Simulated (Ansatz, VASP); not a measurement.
**One calculation of PdPt2, two programs**

```
CELL_PARAMETERS angstrom
0.00000 3.01725 3.01725
3.01725 0.00000 3.01725
3.01725 3.01725 0.00000
ATOMIC_POSITIONS crystal
Pd 0.00000 0.00000 0.00000
Pt 0.25000 0.25000 0.25000
Pt 0.75000 0.75000 0.75000
```

Change from the starting cell: species swapped into the Al2Pt type (Fm-3m, No. 225).

Alike in both runs: functional PBE; k mesh 6 × 6 × 6; occupations gaussian, width 0.1 eV; no spin polarisation.

Ansatz relaxed the structure, and its values are those at the end. VASP's run is a single point on that final structure, the one shown.

|  | VASP | Ansatz |
| --- | --- | --- |
| version | VASP 6.6.1 | Ansatz 0.2.0 |
| potentials or method | VASP PAW PBE potentials, release 64 (Pd, Pt) | scalar-relativistic, plane waves, PAW |
| plane-wave cutoff (eV) | 520 | 420 |
| valence electrons in the cell | 30 | 54 |

```csv
,VASP,Ansatz,Ansatz less VASP
gap on the k mesh at the Fermi level (eV),none,none,-
pressure (GPa),-0.5,-0.1,+0.39
```

A gap of «none» marks a metal or a gap that the smearing closes. The two sets of potentials don't hold the same shells in valence.

The runs have no spin-orbit coupling, so splittings on Pt are missing.
